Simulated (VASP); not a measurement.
# BaMg4Sn3 (P4/mmm) in VASP: a series of runs, part 2 of 2

VASP 6.6.1. Earlier steps stand in the parts before.

## Step 3: Single point, PBE+D3(BJ)

File INCAR:

```
  ALGO = Normal
  EDIFF = 1E-6
  ENCUT = 520
  GGA = PE
  ISIF = 2
  ISMEAR = -1
  IVDW = 12
  LASPH = True
  LCHARG = False
  LREAL = False
  LWAVE = False
  NBANDS = 40
  NELM = 80
  PREC = Accurate
  SIGMA = 0.1
```

File KPOINTS:

```
k-points
0
Gamma
  4 4 2
```

File POSCAR:

```
BaMg4Sn3
1.0
    4.8993110000      0.0000000000      0.0000000000
    0.0000000000      4.8993110000      0.0000000000
    0.0000000000      0.0000000000      9.2477330000
Ba Mg Sn
1 4 3
Direct
    0.0000000000      0.0000000000      0.0000000000
    0.0000000000      0.5000000000      0.3187900000
    0.5000000000      0.0000000000      0.3187900000
    0.0000000000      0.5000000000      0.6812100000
    0.5000000000      0.0000000000      0.6812100000
    0.0000000000      0.0000000000      0.5000000000
    0.5000000000      0.5000000000      0.1472300000
    0.5000000000      0.5000000000      0.8527700000
```

Potentials or basis: VASP PAW PBE potentials, release 64 (Ba_sv, Mg, Sn_d).

The run is started by

```bash
$ cat potpaw_PBE.64/Ba_sv/POTCAR potpaw_PBE.64/Mg/POTCAR potpaw_PBE.64/Sn_d/POTCAR > POTCAR
$ mpirun -np 1 vasp_std > vasp.out
```

OUTCAR:

```text
EDIFF = 1E-6
   ENCUT = 520
   GGA = PE
   ISIF = 2
   ISMEAR = -1
   IVDW = 12
   LASPH = True
   LREAL = False
   NELM = 80
   PREC = Accurate
 IVDW          = 12

 ion  position               nearest neighbor table
   1  0.000  0.000  0.000-   7 3.72   8 3.72   7 3.72   8 3.72   7 3.72   8 3.72   7 3.72   8 3.72
                             4 3.83   5 3.83   3 3.83   5 3.83   2 3.83   3 3.83   2 3.83   4 3.83
   2  0.000  0.500  0.319-   7 2.92   7 2.92   6 2.97   6 2.97   4 3.35   3 3.46   3 3.46   3 3.46
                             3 3.46   1 3.83   1 3.83
   3  0.500  0.000  0.319-   7 2.92   7 2.92   6 2.97   6 2.97   5 3.35   2 3.46   2 3.46   2 3.46
                             2 3.46   1 3.83   1 3.83
   4  0.000  0.500  0.681-   8 2.92   8 2.92   6 2.97   6 2.97   2 3.35   5 3.46   5 3.46   5 3.46
                             5 3.46   1 3.83   1 3.83
   5  0.500  0.000  0.681-   8 2.92   8 2.92   6 2.97   6 2.97   3 3.35   4 3.46   4 3.46   4 3.46
                             4 3.46   1 3.83   1 3.83
   6  0.000  0.000  0.500-   2 2.97   3 2.97   4 2.97   5 2.97   2 2.97   4 2.97   3 2.97   5 2.97

   7  0.500  0.500  0.147-   8 2.72   3 2.92   2 2.92   3 2.92   2 2.92   1 3.72   1 3.72   1 3.72
                             1 3.72
   8  0.500  0.500  0.853-   7 2.72   5 2.92   4 2.92   5 2.92   4 2.92   1 3.72   1 3.72   1 3.72
                             1 3.72

  LATTYP: Found a simple tetragonal cell.
 ALAT       =     4.8993110000
 C/A-ratio  =     1.8875578627

  Lattice vectors:

 A1 = (   4.8993110000,   0.0000000000,   0.0000000000)
 A2 = (   0.0000000000,   4.8993110000,   0.0000000000)
 A3 = (   0.0000000000,   0.0000000000,   9.2477330000)

Analysis of symmetry for initial positions (statically):
=====================================================================
 Subroutine PRICEL returns:
 Original cell was already a primitive cell.

 Routine SETGRP: Setting up the symmetry group for a
 simple tetragonal supercell.

 Subroutine GETGRP returns: Found 16 space group operations
 (whereof 16 operations were pure point group operations)
 out of a pool of 16 trial point group operations.

The static configuration has the point symmetry D_4h.

Analysis of symmetry for dynamics (positions and initial velocities):
=====================================================================
 Subroutine PRICEL returns:
 Original cell was already a primitive cell.

 Routine SETGRP: Setting up the symmetry group for a
 simple tetragonal supercell.

 Subroutine GETGRP returns: Found 16 space group operations
 (whereof 16 operations were pure point group operations)
 out of a pool of 16 trial point group operations.

The dynamic configuration has the point symmetry D_4h.

 Subroutine INISYM returns: Found 16 space group operations
 (whereof 16 operations are pure point group operations),
 and found     1 'primitive' translations

----------------------------------------------------------------------------------------

                                     Primitive cell

  volume of cell :     221.9756

  direct lattice vectors                    reciprocal lattice vectors
[... 62 lines left out ...]
  0.000000  0.000000  0.500000      1.000000
  0.250000  0.000000  0.500000      4.000000
  0.500000  0.000000  0.500000      2.000000
  0.250000  0.250000  0.500000      4.000000
  0.500000  0.250000  0.500000      4.000000
  0.500000  0.500000  0.500000      1.000000
   k-points           NKPTS =     12   k-points in BZ     NKDIM =     12   number of bands    NBANDS=     40
   number of dos      NEDOS =    301   number of ions     NIONS =      8
   total plane-waves  NPLWV =  90720
   dimension x,y,z NGX =    36 NGY =   36 NGZ =   70
   dimension x,y,z NGXF=    72 NGYF=   72 NGZF=  140
   ions per type =               1   4   3
   NGX,Y,Z   is equivalent  to a cutoff of  12.22, 12.22, 12.58 a.u.
   NGXF,Y,Z  is equivalent  to a cutoff of  24.43, 24.43, 25.17 a.u.
 SYSTEM =  unknown system
   PREC   = accura    normal or accurate (medium, high low for compatibility)
   ISTART =      0    job   : 0-new  1-cont  2-samecut
   ICHARG =      2    charge: 1-file 2-atom 10-const
   ISPIN  =      1    spin polarized calculation?
   LNONCOLLINEAR =      F non collinear calculations
   LSORBIT =      F    spin-orbit coupling
   LASPH  =      T    aspherical Exc in radial PAW
   ENCUT  =  520.0 eV  38.22 Ry    6.18 a.u.   9.11  9.11 17.19*2*pi/ulx,y,z
   NELM   =     80;   NELMIN=  2; NELMDL= -5     # of ELM steps
   EDIFF  = 0.1E-05   stopping-criterion for ELM
   LREAL  =      F    real-space projection
   EDIFFG = 0.1E-04   stopping-criterion for IOM
   NSW    =      0    number of steps for IOM
   IBRION =     -1    ionic relax: 0-MD 1-quasi-New 2-CG
   NFREE  =      0    steps in history (QN), initial steepest desc. (CG)
   ISIF   =      2    stress and relaxation
   ISYM   =      2    0-nonsym 1-usesym 2-fastsym
   POTIM  = 0.5000    time-step for ionic-motion
   TEBEG  =    0.0;   TEEND  =   0.0 temperature during run
   PSTRESS=    0.0 pullay stress
   NELECT =      60.0000    total number of electrons
   NUPDOWN=      -1.0000    fix difference up-down
   EMIN   =  10.00;   EMAX   =-10.00  energy-range for DOS
   EFERMI =   0.00;   METHOD = LEGACY
   ISMEAR =    -1;   SIGMA  =   0.10  broadening in eV -4-tet -1-fermi 0-gaus
   EFERMI_NEDOS =   21; number of points for ismear=-14 and -15
   IALGO  =     38    algorithm
   IMIX   =      4    mixing-type and parameters
     AMIX     =   0.40;   BMIX     =  1.00
     AMIX_MAG =   1.60;   BMIX_MAG =  1.00
  volume/ion in A,a.u.               =      27.75       187.25
  Fermi-wavevector in a.u.,A,eV,Ry     =   1.058498  2.000272 15.244220  1.120419
  Thomas-Fermi vector in A             =   2.193810
   LORBIT       =      0    0 simple, 1 ext, 2 COOP (PROOUT), +10 PAW based schemes
   GGA     = PE    functional components
   LHFCALC =     F    Hartree Fock is set to
   AEXX    =    0.0000 exact exchange contribution
   IVDW    =    12    specifies the selected vdW correction
   LEPSILON=     F    determine dielectric tensor
   LRPA    =     F    only Hartree local field effects (RPA)
 non-spin polarized calculation
  energy-cutoff  :      520.00
  volume of cell :      221.98
 maximum number of plane-waves:      5992
   NGX = 19   NGY = 19   NGZ = 35

 number of electron      59.9999998 magnetization

 Free energy of the ion-electron system (eV)
  ---------------------------------------------------
  ext. energy  EPLUGINS =         0.00000000
  ---------------------------------------------------
  free energy    TOTEN  =       -22.35665221 eV

  energy without entropy =      -22.28052922  energy(sigma->0) =      -22.31859072

 E-fermi :   4.6450     XC(G=0):  -9.0049

 val. band max:        4.6364380745   @ k =   0.0000   0.0000   0.5000
 cond. band min:       4.6908590758   @ k =   0.5000   0.5000   0.0000
 fundamental gap:      0.0544210013
 Fermi energy:         4.6449536368

 k-point     1 :       0.0000    0.0000    0.0000
  band No.  band energies     occupation
      1     -23.7284      2.00000
      2     -16.8033      2.00000
      3     -16.6273      2.00000
      4     -16.6273      2.00000
      5     -16.4968      2.00000
      6     -16.4844      2.00000
[... 505 lines left out ...]
     39       9.1687      0.00000
     40       9.1687      0.00000

------------------------ aborting loop because EDIFF is reached ----------------------------------------

 Edisp (eV)   -2.45961

 E8    (eV) :    -1.1737

  FORCE on cell =-STRESS in cart. coord.  units (eV):
  Direction    XX          YY          ZZ          XY          YZ          ZX
  --------------------------------------------------------------------------------------
  -------------------------------------------------------------------------------------
  Total      -1.30222    -1.30222     0.26254     0.00000    -0.00000     0.00000
  in kB      -9.39914    -9.39914     1.89497     0.00000    -0.00000     0.00000
  external pressure =       -5.63 kB  Pullay stress =        0.00 kB

 VOLUME and BASIS-vectors are now :
 -----------------------------------------------------------------------------
  energy-cutoff  :      520.00
  volume of cell :      221.98
      direct lattice vectors                 reciprocal lattice vectors
     4.899311000  0.000000000  0.000000000     0.204110333  0.000000000  0.000000000
     0.000000000  4.899311000  0.000000000     0.000000000  0.204110333  0.000000000
     0.000000000  0.000000000  9.247733000     0.000000000  0.000000000  0.108134610

 POSITION                                       TOTAL-FORCE (eV/Angst)
 -----------------------------------------------------------------------------------
      0.00000      0.00000      0.00000         0.000000      0.000000     -0.000000
      0.00000      2.44966      2.94808         0.000000     -0.000000      0.111365
      2.44966      0.00000      2.94808         0.000000     -0.000000      0.111365
      0.00000      2.44966      6.29965         0.000000     -0.000000     -0.111365
      2.44966      0.00000      6.29965        -0.000000     -0.000000     -0.111365
      0.00000      0.00000      4.62387         0.000000      0.000000     -0.000000
      2.44966      2.44966      1.36154         0.000000      0.000000      0.924630
      2.44966      2.44966      7.88619         0.000000     -0.000000     -0.924630
 -----------------------------------------------------------------------------------
    total drift:                                0.000000      0.000000      0.000000

  FREE ENERGIE OF THE ION-ELECTRON SYSTEM (eV)
  ---------------------------------------------------
  free  energy   TOTEN  =       -24.8162644066 eV

  energy  without entropy=      -24.7401414189  energy(sigma->0) =      -24.77820291
```

It took 99 s on 1 thread of AMD EPYC 7R43 (Zen 3), shared host; peak memory 0.31 GiB.

What came out:

```yaml
Free_energy: -24.8163 eV
Pressure: -0.6 GPa
Largest_force: 0.925 eV/Å
Band_gap_on_the_k_mesh: none (metal or under the smearing width)
Dispersion_energy_per_atom: -0.307 eV
```

Forces on the atoms (eV/Å):
```
Ba   0.000  0.000  0.000
Mg   0.000  0.000  0.111
Mg   0.000  0.000  0.111
Mg   0.000  0.000 -0.111
Mg   0.000  0.000 -0.111
Sn   0.000  0.000  0.000
Sn   0.000  0.000  0.925
Sn   0.000  0.000 -0.925
```

Levels at points of the mesh, in eV from the Fermi level:
| k point | band 28 | band 29 | band 30 | band 31 | band 32 | band 33 |
| --- | --- | --- | --- | --- | --- | --- |
| (0.00, 0.00, 0.00) | -0.99 | -0.63 | -0.45 | -0.45 | -0.04 | 0.71 |
| (0.50, 0.00, 0.00) | -1.07 | -0.31 | -0.02 | 0.34 | 0.50 | 0.92 |
| (0.50, 0.50, 0.00) | -2.40 | -2.05 | -2.05 | 0.05 | 1.63 | 1.75 |
| (0.00, 0.00, 0.50) | -0.88 | -0.38 | -0.01 | 0.08 | 0.09 | 0.09 |
| (0.50, 0.00, 0.50) | -1.80 | -1.12 | -0.20 | 0.89 | 1.18 | 1.65 |
| (0.50, 0.50, 0.50) | -2.52 | -1.78 | -1.78 | -0.24 | 1.30 | 1.30 |

Caveat: pairwise dispersion overbinds metals, which lowers pressure and volume. Spin-orbit coupling is left out, which matters for the levels of Ba.

## Step 4: Single point, PBE

File INCAR:

```
ALGO = Normal
EDIFF = 1E-6
ENCUT = 520
GGA = PE
ISIF = 2
ISMEAR = 0
LASPH = T
LCHARG = T
LELF = T
LREAL = F
LVHAR = T
LWAVE = F
NBANDS = 40
NELM = 100
PREC = Accurate
SIGMA = 0.1
```

KPOINTS is that of step 3.

POSCAR is that of step 3.

The run is started by

```bash
$ cat potpaw_PBE.64/Ba_sv/POTCAR potpaw_PBE.64/Mg/POTCAR potpaw_PBE.64/Sn_d/POTCAR > POTCAR
$ mpirun -np 1 vasp_std > vasp.out
```

Run time: 1.7 min. Hardware: 1 thread of AMD EPYC 7R43 (Zen 3), shared host; peak memory 0.3 GiB.

The run converged. Its results:

- Free energy: -22.3201 eV
- Pressure: 1.3 GPa
- Largest force: 0.935 eV/Å
- Band gap on the k mesh: none (metal or under the smearing width)

Forces in eV/Å, atoms in the order of the input:
```
Ba   0.000  0.000  0.000
Mg   0.000  0.000  0.087
Mg   0.000  0.000  0.087
Mg   0.000  0.000 -0.087
Mg   0.000  0.000 -0.087
Sn   0.000  0.000  0.000
Sn   0.000  0.000  0.935
Sn   0.000  0.000 -0.935
```

Stress tensor (GPa, compression positive):
```
0.91 0.00 0.00
0.00 0.91 0.00
0.00 0.00 1.99
```

Levels at points of the mesh, in eV from the Fermi level:
```csv
k point,band 26,band 27,band 28,band 29,band 30,band 31,band 32,band 33,band 34,band 35
"(0.00, 0.00, 0.00)",-2.08,-1.02,-1.02,-0.66,-0.48,-0.48,-0.07,0.68,1.50,1.92
"(0.50, 0.00, 0.00)",-1.86,-1.50,-1.11,-0.34,-0.04,0.32,0.47,0.89,1.14,1.23
"(0.50, 0.50, 0.00)",-3.10,-2.94,-2.43,-2.08,-2.08,0.01,1.61,1.73,2.10,2.10
"(0.00, 0.00, 0.50)",-1.39,-1.39,-0.91,-0.41,-0.04,0.05,0.06,0.06,1.41,1.53
"(0.50, 0.00, 0.50)",-2.31,-1.95,-1.82,-1.16,-0.22,0.86,1.15,1.63,1.96,2.26
"(0.50, 0.50, 0.50)",-3.19,-2.74,-2.54,-1.81,-1.81,-0.27,1.27,1.27,1.40,2.23
```

The run has no spin-orbit coupling, so splittings on Ba are missing.

## Step 5: The runs side by side

| level | smearing | gap on the mesh (eV) | pressure (GPa) | largest force (eV/Å) |
| --- | --- | --- | --- | --- |
| PBE | fermi-dirac 0.1 eV | none | 1.3 | 0.91 |
| PBE+D3(BJ) | fermi-dirac 0.1 eV | none | -0.6 | 0.92 |
| PBE | gaussian 0.1 eV | none | 1.3 | 0.93 |

Alike in all rows: task single point; potentials or basis VASP PAW PBE potentials, release 64 (Ba_sv, Mg, Sn_d); no spin polarisation; cell as given; k mesh 4 × 4 × 2; cutoff (eV) 520.

Every run on the cell as given and a fine mesh finds a metal. The pressure there spans -0.6 GPa (PBE+D3(BJ)) to 1.3 GPa (PBE); a positive pressure means that this level wants a larger cell, a negative one a smaller.

Caveats: pairwise dispersion overbinds metals, which lowers pressure and volume (some runs).

Absolute energies hang on the potentials; compare differences alone.
